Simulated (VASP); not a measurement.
Method: PBE GGA, VASP's PBE PAW potentials (set 64) (plane waves; VASP).

VASP input:

POSCAR:
```
AuSi63
1
   10.9370747000     0.0000000000     0.0000000000
    0.0000000000    10.9370747000     0.0000000000
   -0.0000000000    -0.0000000000    10.9370747000
Si Au
63 1
Direct
  0.5000000000   0.0000000000   0.0000000000
  0.6250000000   0.1250000000   0.1250000000
  0.7500000000   0.2500000000   0.0000000000
  0.8750000000   0.3750000000   0.1250000000
  0.7500000000   0.0000000000   0.2500000000
  0.8750000000   0.1250000000   0.3750000000
  0.0000000000   0.0000000000   0.0000000000
  0.1250000000   0.1250000000   0.1250000000
  0.2500000000   0.2500000000   0.0000000000
  0.3750000000   0.3750000000   0.1250000000
  0.5000000000   0.5000000000   0.0000000000
  0.6250000000   0.6250000000   0.1250000000
  0.7500000000   0.7500000000   0.0000000000
  0.8750000000   0.8750000000   0.1250000000
  0.2500000000   0.0000000000   0.2500000000
  0.3750000000   0.1250000000   0.3750000000
  0.5000000000   0.2500000000   0.2500000000
  0.6254290000   0.3793020000   0.3786580000
  0.7500000000   0.5000000000   0.2500000000
  0.8750000000   0.6250000000   0.3750000000
  0.5000000000   0.0000000000   0.5000000000
  0.6250000000   0.1250000000   0.6250000000
  0.7500000000   0.2500000000   0.5000000000
  0.8750000000   0.3750000000   0.6250000000
  0.7500000000   0.0000000000   0.7500000000
  0.8750000000   0.1250000000   0.8750000000
  0.0000000000   0.5000000000   0.0000000000
  0.1250000000   0.6250000000   0.1250000000
  0.2500000000   0.7500000000   0.0000000000
  0.3750000000   0.8750000000   0.1250000000
  0.0000000000   0.2500000000   0.2500000000
  0.1250000000   0.3750000000   0.3750000000
  0.2500000000   0.5000000000   0.2500000000
  0.3759740000   0.6267570000   0.3753710000
  0.5000000000   0.7500000000   0.2500000000
  0.6250000000   0.8750000000   0.3750000000
  0.0000000000   0.0000000000   0.5000000000
  0.1250000000   0.1250000000   0.6250000000
  0.2500000000   0.2500000000   0.5000000000
  0.3761170000   0.3793120000   0.6265250000
  0.6228090000   0.6212300000   0.6266010000
  0.7500000000   0.7500000000   0.5000000000
  0.8750000000   0.8750000000   0.6250000000
  0.2500000000   0.0000000000   0.7500000000
  0.3750000000   0.1250000000   0.8750000000
  0.5000000000   0.2500000000   0.7500000000
  0.6250000000   0.3750000000   0.8750000000
  0.7500000000   0.5000000000   0.7500000000
  0.8750000000   0.6250000000   0.8750000000
  0.0000000000   0.7500000000   0.2500000000
  0.1250000000   0.8750000000   0.3750000000
  0.0000000000   0.5000000000   0.5000000000
  0.1250000000   0.6250000000   0.6250000000
  0.2500000000   0.7500000000   0.5000000000
  0.3750000000   0.8750000000   0.6250000000
  0.0000000000   0.2500000000   0.7500000000
  0.1250000000   0.3750000000   0.8750000000
  0.2500000000   0.5000000000   0.7500000000
  0.3750000000   0.6250000000   0.8750000000
  0.5000000000   0.7500000000   0.7500000000
  0.6250000000   0.8750000000   0.8750000000
  0.0000000000   0.7500000000   0.7500000000
  0.1250000000   0.8750000000   0.8750000000
  0.4995110000   0.4974630000   0.5035510000
```

KPOINTS:
```
Automatic mesh
0
Gamma
1 1 1
0 0 0
```

INCAR:
```
SYSTEM = AuSi63
PREC = Normal
ENCUT = 400
EDIFF = 1E-5
NELM = 100
ALGO = Fast
LREAL = Auto
LASPH = .TRUE.
ISMEAR = 0
SIGMA = 0.05
GGA = PE
LMAXMIX = 6
LWAVE = .TRUE.
LCHARG = .FALSE.
NELMIN = 4
ISYM = 0
NELECT = 264.0
IBRION = 2
ISIF = 2
NSW = 60
EDIFFG = -0.03
```

POTCAR, in this order: Si Au (PBE.64 set). Program: vasp_gam.

Output

File OSZICAR:
```
...
RMM:   5    -0.331017844996E+03    0.44891E-05   -0.13177E-04   327   0.245E-02    0.237E-02
RMM:   6    -0.331017848428E+03   -0.34315E-05   -0.39620E-05   252   0.135E-02
   6 F= -.33101785E+03 E0= -.33099786E+03  d E =-.155571E-01
       N       E                     dE             d eps       ncg     rms          rms(c)
DAV:   1    -0.331039724591E+03   -0.21880E-01   -0.21459E+00   338   0.271E+00    0.784E-01
RMM:   2    -0.331042945892E+03   -0.32213E-02   -0.81945E-02   330   0.646E-01    0.352E-01
RMM:   3    -0.331042862713E+03    0.83179E-04   -0.15958E-02   333   0.296E-01    0.166E-01
RMM:   4    -0.331043171649E+03   -0.30894E-03   -0.43082E-03   349   0.139E-01    0.992E-02
RMM:   5    -0.331043196610E+03   -0.24960E-04   -0.71755E-04   349   0.619E-02    0.454E-02
RMM:   6    -0.331043216922E+03   -0.20313E-04   -0.20937E-04   327   0.302E-02    0.149E-02
RMM:   7    -0.331043216406E+03    0.51612E-06   -0.43106E-05   251   0.136E-02
   7 F= -.33104322E+03 E0= -.33103627E+03  d E =-.409251E-01
       N       E                     dE             d eps       ncg     rms          rms(c)
DAV:   1    -0.331064668882E+03   -0.21452E-01   -0.55640E-01   340   0.139E+00    0.326E-01
RMM:   2    -0.331066244386E+03   -0.15755E-02   -0.19434E-02   330   0.322E-01    0.141E-01
RMM:   3    -0.331066472324E+03   -0.22794E-03   -0.36868E-03   338   0.147E-01    0.784E-02
RMM:   4    -0.331066516915E+03   -0.44590E-04   -0.77772E-04   357   0.670E-02    0.513E-02
RMM:   5    -0.331066514899E+03    0.20157E-05   -0.16689E-04   328   0.307E-02    0.143E-02
RMM:   6    -0.331066519015E+03   -0.41164E-05   -0.42908E-05   257   0.153E-02
   8 F= -.33106652E+03 E0= -.33106272E+03  d E =-.233026E-01
       N       E                     dE             d eps       ncg     rms          rms(c)
DAV:   1    -0.331077151842E+03   -0.10637E-01   -0.10870E+00   330   0.194E+00    0.447E-01
RMM:   2    -0.331080464830E+03   -0.33130E-02   -0.38446E-02   330   0.452E-01    0.193E-01
RMM:   3    -0.331080966709E+03   -0.50188E-03   -0.73185E-03   338   0.206E-01    0.958E-02
RMM:   4    -0.331081047238E+03   -0.80529E-04   -0.13823E-03   344   0.937E-02    0.398E-02
RMM:   5    -0.331081073198E+03   -0.25960E-04   -0.30164E-04   370   0.414E-02    0.175E-02
RMM:   6    -0.331081077316E+03   -0.41184E-05   -0.50988E-05   263   0.167E-02
   9 F= -.33108108E+03 E0= -.33107940E+03  d E =-.378609E-01
       N       E                     dE             d eps       ncg     rms          rms(c)
DAV:   1    -0.331102149389E+03   -0.21076E-01   -0.52312E-01   348   0.136E+00    0.337E-01
RMM:   2    -0.331103872975E+03   -0.17236E-02   -0.21769E-02   330   0.329E-01    0.145E-01
RMM:   3    -0.331104170375E+03   -0.29740E-03   -0.40398E-03   335   0.151E-01    0.711E-02
RMM:   4    -0.331104226403E+03   -0.56028E-04   -0.79297E-04   347   0.680E-02    0.287E-02
RMM:   5    -0.331104238082E+03   -0.11678E-04   -0.13952E-04   348   0.289E-02    0.133E-02
RMM:   6    -0.331104240396E+03   -0.23142E-05   -0.25492E-05   220   0.123E-02
  10 F= -.33110424E+03 E0= -.33110302E+03  d E =-.231631E-01
       N       E                     dE             d eps       ncg     rms          rms(c)
DAV:   1    -0.331108868968E+03   -0.46309E-02   -0.32729E-01   380   0.108E+00    0.265E-01
RMM:   2    -0.331109973666E+03   -0.11047E-02   -0.13674E-02   330   0.261E-01    0.117E-01
RMM:   3    -0.331110159047E+03   -0.18538E-03   -0.25409E-03   335   0.120E-01    0.542E-02
RMM:   4    -0.331110197066E+03   -0.38019E-04   -0.51530E-04   349   0.541E-02    0.260E-02
RMM:   5    -0.331110202789E+03   -0.57229E-05   -0.89685E-05   323   0.234E-02
  11 F= -.33111020E+03 E0= -.33110921E+03  d E =-.291255E-01
       N       E                     dE             d eps       ncg     rms          rms(c)
DAV:   1    -0.331123070700E+03   -0.12874E-01   -0.52945E-01   348   0.138E+00    0.318E-01
RMM:   2    -0.331124786280E+03   -0.17156E-02   -0.20337E-02   330   0.325E-01    0.145E-01
RMM:   3    -0.331125040021E+03   -0.25374E-03   -0.37173E-03   338   0.148E-01    0.681E-02
RMM:   4    -0.331125096732E+03   -0.56712E-04   -0.76685E-04   352   0.672E-02    0.418E-02
RMM:   5    -0.331125101911E+03   -0.51789E-05   -0.14131E-04   327   0.302E-02    0.129E-02
RMM:   6    -0.331125105399E+03   -0.34871E-05   -0.36656E-05   241   0.141E-02
  12 F= -.33112511E+03 E0= -.33112463E+03  d E =-.149026E-01
       N       E                     dE             d eps       ncg     rms          rms(c)
DAV:   1    -0.331126715133E+03   -0.16132E-02   -0.12978E-01   348   0.683E-01    0.157E-01
RMM:   2    -0.331127143848E+03   -0.42872E-03   -0.50443E-03   330   0.161E-01    0.720E-02
RMM:   3    -0.331127208395E+03   -0.64546E-04   -0.92584E-04   338   0.737E-02    0.341E-02
RMM:   4    -0.331127221990E+03   -0.13595E-04   -0.19093E-04   351   0.335E-02    0.213E-02
RMM:   5    -0.331127223178E+03   -0.11878E-05   -0.34498E-05   241   0.150E-02
  13 F= -.33112722E+03 E0= -.33112689E+03  d E =-.170204E-01
       N       E                     dE             d eps       ncg     rms          rms(c)
DAV:   1    -0.331132059126E+03   -0.48371E-02   -0.19688E-01   348   0.852E-01    0.206E-01
RMM:   2    -0.331132760247E+03   -0.70112E-03   -0.83649E-03   330   0.208E-01    0.860E-02
RMM:   3    -0.331132855087E+03   -0.94840E-04   -0.15580E-03   335   0.963E-02    0.416E-02
RMM:   4    -0.331132878065E+03   -0.22978E-04   -0.32162E-04   350   0.436E-02    0.220E-02
RMM:   5    -0.331132881333E+03   -0.32688E-05   -0.56906E-05   292   0.189E-02
  14 F= -.33113288E+03 E0= -.33113259E+03  d E =-.565816E-02
       N       E                     dE             d eps       ncg     rms          rms(c)
DAV:   1    -0.331133336858E+03   -0.45879E-03   -0.30854E-02   364   0.337E-01    0.809E-02
RMM:   2    -0.331133448597E+03   -0.11174E-03   -0.13249E-03   330   0.833E-02    0.339E-02
RMM:   3    -0.331133464651E+03   -0.16053E-04   -0.25258E-04   335   0.388E-02    0.169E-02
RMM:   4    -0.331133468414E+03   -0.37631E-05   -0.51085E-05   271   0.176E-02
  15 F= -.33113347E+03 E0= -.33113318E+03  d E =-.624524E-02
       N       E                     dE             d eps       ncg     rms          rms(c)
DAV:   1    -0.331135306083E+03   -0.18414E-02   -0.89735E-02   348   0.577E-01    0.134E-01
RMM:   2    -0.331135604388E+03   -0.29830E-03   -0.35434E-03   330   0.136E-01    0.619E-02
RMM:   3    -0.331135650207E+03   -0.45819E-04   -0.66417E-04   338   0.627E-02    0.289E-02
RMM:   4    -0.331135658999E+03   -0.87921E-05   -0.13181E-04   343   0.284E-02    0.197E-02
RMM:   5    -0.331135659024E+03   -0.24425E-07   -0.25955E-05   212   0.128E-02
  16 F= -.33113566E+03 E0= -.33113534E+03  d E =-.219061E-02
       N       E                     dE             d eps       ncg     rms          rms(c)
DAV:   1    -0.331135749106E+03   -0.90107E-04   -0.69447E-03   380   0.160E-01    0.368E-02
RMM:   2    -0.331135773036E+03   -0.23930E-04   -0.28425E-04   330   0.386E-02    0.170E-02
RMM:   3    -0.331135777002E+03   -0.39655E-05   -0.55669E-05   280   0.181E-02    0.841E-03
RMM:   4    -0.331135777746E+03   -0.74458E-06   -0.10175E-05   192   0.799E-03
  17 F= -.33113578E+03 E0= -.33113545E+03  d E =-.230933E-02
       N       E                     dE             d eps       ncg     rms          rms(c)
DAV:   1    -0.331136502360E+03   -0.72536E-03   -0.53886E-02   348   0.443E-01    0.107E-01
RMM:   2    -0.331136690396E+03   -0.18804E-03   -0.22582E-03   330   0.108E-01    0.454E-02
RMM:   3    -0.331136716526E+03   -0.26129E-04   -0.39489E-04   335   0.494E-02    0.220E-02
RMM:   4    -0.331136722377E+03   -0.58513E-05   -0.81753E-05   331   0.223E-02
  18 F= -.33113672E+03 E0= -.33113640E+03  d E =-.944631E-03
```

### OUTCAR
```
------------------------ aborting loop because EDIFF is reached ----------------------------------------
  FORCE on cell =-STRESS in cart. coord.  units (eV):
  Direction    XX          YY          ZZ          XY          YZ          ZX
  --------------------------------------------------------------------------------------
  Total       20.0935424      8.7365008     20.1484571     -0.0195396     -0.1428334     -0.1164153
  in kB       24.6072768     10.6990340     24.6745273     -0.0239289     -0.1749189     -0.1425664
  external PRESSURE =      19.9936127 kB  Pullay stress =       0.0000000 kB
  volume of cell :     1308.29
      direct lattice vectors                 reciprocal lattice vectors
    10.937074700  0.000000000  0.000000000     0.091432127  0.000000000  0.000000000
     0.000000000 10.937074700  0.000000000     0.000000000  0.091432127  0.000000000
     0.000000000  0.000000000 10.937074700     0.000000000  0.000000000  0.091432127
 POSITION                                       TOTAL-FORCE (eV/Angst)
 -----------------------------------------------------------------------------------
      5.46591     10.93632      0.00644        -0.001770      0.002063     -0.002567
      6.83537      1.35792      1.39426         0.006110     -0.004478     -0.003169
      8.20510      2.70963      0.00528        -0.002070      0.002308      0.002897
      9.59905      4.07467      1.34252        -0.001904     -0.003504     -0.002621
      8.17687     10.91184      2.76472        -0.002373     -0.010330     -0.001489
      9.54701      1.35785      4.10691         0.001242     -0.003060     -0.011265
     10.93503      0.00039      0.00469         0.001268     -0.007342     -0.001711
      1.38128      1.35639      1.38133         0.001996     -0.002651     -0.003369
      2.73650      2.71234     10.93059        -0.000519     -0.001977      0.003072
      4.08936      4.09873      1.35553        -0.004541      0.002470      0.004600
      5.46898      5.46932      0.00112         0.001762      0.009133      0.001469
      6.85126      6.84093      1.35341        -0.004749     -0.008483      0.003468
      8.20335      8.22621     10.92871         0.008434      0.011500     -0.004151
      9.55538      9.58151      1.38343         0.005327      0.002105     -0.009019
      2.75956      0.02890      2.76650         0.001819      0.008547     -0.004694
      4.12486      1.42360      4.12325        -0.001222      0.000020     -0.000125
      5.49811      2.79258      2.74459         0.002518      0.002275     -0.002362
      6.91333      4.20203      4.02509        -0.005489      0.010547      0.004028
      8.27091      5.46393      2.66588         0.003004      0.006129      0.000384
      9.58243      6.83668      4.08947         0.007766      0.001010     -0.002943
      5.46802      0.00071      5.47273         0.002762      0.005894     -0.006331
      6.81712      1.42388      6.81453        -0.000971      0.002104      0.004028
      8.19385      2.79284      5.43938         0.006019      0.000157     -0.004353
      9.58235      4.09822      6.84827         0.002059      0.002903      0.011826
      8.17361      0.02585      8.17576        -0.004610      0.010021      0.001737
      9.55790      1.35187      9.55532         0.007285      0.010800      0.008097
     10.93150      5.46812      0.00724         0.002166      0.004628     -0.004000
      1.33608      6.86203      1.33741        -0.002722      0.001075     -0.005881
      2.73386      8.22874      0.00575        -0.000790     -0.003058     -0.000719
      4.10002      9.58046      1.39797        -0.003042      0.004969     -0.004215
     10.93587      2.71336      2.74018        -0.001408      0.001319     -0.001851
      1.36165      4.10359      4.09120        -0.007820     -0.011160     -0.009059
      2.66712      5.47722      2.66254        -0.000473     -0.011068     -0.001516
      4.02422      6.74229      4.01863         0.000258     -0.011580      0.005116
      5.44351      8.14890      2.74228        -0.003869     -0.003964     -0.000717
      6.81467      9.51729      4.12386        -0.002012     -0.007302     -0.001058
     10.93348     10.93666      5.47699        -0.001106     -0.000340     -0.011853
      1.39550      1.35919      6.83294        -0.006040     -0.003735      0.009813
      2.74822      2.79246      5.49774        -0.010526      0.004164     -0.000715
      4.01700      4.19455      6.92881         0.001603      0.012655     -0.008139
      6.91298      6.73855      6.91656         0.005927     -0.011164     -0.001689
      8.19049      8.14299      5.49468         0.008226      0.001638      0.004647
      9.53875      9.57600      6.83513         0.009185      0.008447      0.007637
      2.76019     10.91172      8.17711         0.001670     -0.008048      0.002057
      4.10584      1.35566      9.54493        -0.005638     -0.005480      0.005771
      5.44371      2.78865      8.19709        -0.008797      0.006289     -0.002559
      6.85026      4.09826      9.58407         0.007845      0.003696     -0.006269
      8.27229      5.47302      8.27116         0.002089     -0.011484      0.002052
      9.60142      6.85842      9.59839         0.004781      0.003866      0.006703
      0.00651      8.22669      2.73869        -0.002695      0.002934     -0.005064
      1.39073      9.58285      4.10970        -0.003074      0.003297     -0.005971
      0.00293      5.46972      5.47199        -0.000609      0.005120     -0.004995
      1.36095      6.84141      6.84791        -0.003003     -0.007260      0.011612
      2.74807      8.14859      5.43915        -0.005405      0.000566     -0.006623
      4.12050      9.51700      6.81703        -0.003125     -0.009884      0.005898
      0.00647      2.71214      8.20218         0.001004     -0.000967      0.005339
      1.33206      4.07966      9.60626        -0.003687     -0.005861     -0.000381
      2.66026      5.46538      8.27987        -0.007810      0.001979      0.003144
      4.08769      6.84106      9.58349         0.001692     -0.008723     -0.000446
      5.49448      8.14756      8.19297         0.006120     -0.002624      0.006318
      6.83004      9.58135      9.54567         0.006730      0.001265      0.007343
     10.93282      8.22513      8.19965        -0.001701      0.004042      0.011226
      1.37764      9.58468      9.55753        -0.004280      0.004210      0.009316
      5.45946      5.46431      5.47485         0.001183     -0.000619     -0.005707
 -----------------------------------------------------------------------------------
    total drift:                                0.008156      0.018126      0.039099
  FREE ENERGIE OF THE ION-ELECTRON SYSTEM (eV)
  ---------------------------------------------------
  free  energy   TOTEN  =      -331.1367223770 eV

  energy  without entropy=     -331.1360774891  energy(sigma->0) =     -331.13639993

 reached required accuracy - stopping structural energy minimisation
```
(Selected blocks of OUTCAR.)

### CONTCAR
```
AuSi63
   1.00000000000000
    10.9370747000000001    0.0000000000000000    0.0000000000000000
     0.0000000000000000   10.9370747000000001    0.0000000000000000
     0.0000000000000000    0.0000000000000000   10.9370747000000001
  Si              Au
    63     1
Direct
     0.4997593618996007    0.9999311144113540    0.0005886021325985
     0.6249720390854223    0.1241574813384313    0.1274803838220170
     0.7502098152971395    0.2477469289272574    0.0004829051403520
     0.8776612650106951    0.3725561173393707    0.1227498952542724
     0.7476282082297283    0.9976930726570830    0.2527838326995760
     0.8729031535885505    0.1241514091145339    0.3755032935741574
     0.9998134861504744    0.0000357460333524    0.0004291958446575
     0.1262937842672926    0.1240176715535733    0.1262975521917636
     0.2502037074316745    0.2479947586265129    0.9994074395496119
     0.3738989888080136    0.3747553373289633    0.1239386987356391
     0.5000401851852067    0.5000711216996873    0.0001026908093614
     0.6264255803502385    0.6254803901659091    0.1237447866555218
     0.7500500508491972    0.7521400813866834    0.9992350145069160
     0.8736688026276126    0.8760579565894860    0.1264900164560695
     0.2523126723046202    0.0026421954228324    0.2529469415410974
     0.3771443412600068    0.1301626097757601    0.3769975671676852
     0.5027035043591935    0.2553314064472626    0.2509438097702777
     0.6321008437743560    0.3842003915990866    0.3680226573486590
     0.7562269923825837    0.4995783011780788    0.2437470214542252
     0.8761415225863766    0.6250925973862144    0.3739092579587761
     0.4999529145067986    0.0000647320297574    0.5003837822710294
     0.6233035263850215    0.1301887649496021    0.6230672808901265
     0.7491807645162488    0.2553556324943387    0.4973341776273592
     0.8761349859800339    0.3747085689411834    0.6261521827002177
     0.7473308614807231    0.0023636832593489    0.7475273532942494
     0.8738987212828877    0.1236046043148907    0.8736634584432935
     0.9994901335296142    0.4999616809746882    0.0006618932518709
     0.1221606646502028    0.6274101777844002    0.1222819015212777
     0.2499627934013607    0.7523711272849974    0.0005258436814095
     0.3748735182959910    0.8759621780258727    0.1278197945206543
     0.9998898115615189    0.2480886222166962    0.2505404934794829
     0.1244982928722328    0.3752000508012491    0.3740668873736548
     0.2438600629236633    0.5007939435678909    0.2434419618486389
     0.3679426126881122    0.6164618693725540    0.3674314321055214
     0.4977114561363140    0.7450714257807962    0.2507323404651947
     0.6230799267077299    0.8701862978131868    0.3770529056551045
     0.9996714910870944    0.9999620325031485    0.5007731002784557
     0.1275937927947737    0.1242738129672239    0.6247503475868663
     0.2512751977512004    0.2553209513725039    0.5026696270392095
     0.3672832418675732    0.3835169650536531    0.6335157749446758
     0.6320681770074321    0.6161197218104987    0.6323958406108801
     0.7488735462363892    0.7445312990078702    0.5023901383113335
     0.8721482122258942    0.8755543622803736    0.6249505671558219
     0.2523702006570628    0.9976816532610459    0.7476501424307506
     0.3754059290360152    0.1239508993181371    0.8727136600696537
     0.4977302176093810    0.2549722876420657    0.7494774600609522
     0.6263337160172913    0.3747126715359388    0.8762921678780572
     0.7563527197891611    0.5004096764054042    0.7562497670517332
     0.8778785263913362    0.6270801816408811    0.8776011097670250
     0.0005948145816935    0.7521839866651441    0.2504046022882971
     0.1271572422162429    0.8761804674360532    0.3757585342351492
     0.0002681705734890    0.5001084549025243    0.5003154629092829
     0.1244344714149945    0.6255249328761484    0.6261190181625579
     0.2512618107224409    0.7450430115086760    0.4973130477771766
     0.3767459918773279    0.8701592740047963    0.6232953223762565
     0.0005912603374192    0.2479766826373619    0.7499429295605781
     0.1217933618722561    0.3730117467878465    0.8783204146005308
     0.2432334041962574    0.4997117554669936    0.7570465053964435
     0.3737462468066566    0.6254928652156830    0.8762386879202908
     0.5023716901837865    0.7449486981304914    0.7491009055955139
     0.6244853571350427    0.8760428490568430    0.8727808619303404
     0.9996113942347186    0.7520410862075527    0.7497118050296822
     0.1259605515759740    0.8763478669231486    0.8738657032442972
     0.4991699114346502    0.4996137587891069    0.5005772440458746
```

The cell is charged, with a uniform compensating background. The supercell is sampled at Γ alone, which is coarse: total energies, pressure and levels can be off, energies of defects by several tenths of an eV.

The cell is a supercell with a defect, built from Si (diamond): Au_Si, charge -1. The run is not spin-polarised, so no state with unpaired spins was tried.
